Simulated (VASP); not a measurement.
```
CELL_PARAMETERS angstrom
      2.77206     0.00000     0.00000
      0.00000     2.77206     0.00000
      0.00000     0.00000     3.91202
ATOMIC_POSITIONS crystal
  Ti 0.50000 0.50000 0.50000
  Ga 0.00000 0.00000 0.00000
```

Calculation: PBEsol GGA, VASP's PBE PAW potentials (set 64) (plane waves; VASP). Numerical set-up: 400 eV cut-off, 15×15×11 Γ-centred mesh, tetrahedra with Blöchl corrections, potentials Ti_sv Ga_d.

**Question.** Estimate the energy per atom (σ→0), band gap (on the k-mesh) with the smallest direct gap where there is one.

**Answer.** 
```yaml
band gap (on the k-mesh): none (metal, semimetal or under 0.01 eV)
energy per atom (σ→0): -6.369 eV/atom
```

The absolute energy has meaning only against runs of the same code, potentials and settings.

The structure comes from a computed database's TiGa entry (P4/mmm); how it stands against other phases isn't given here. It was relaxed first. The electron count is odd and the run is not spin-polarised, which forces a metal.
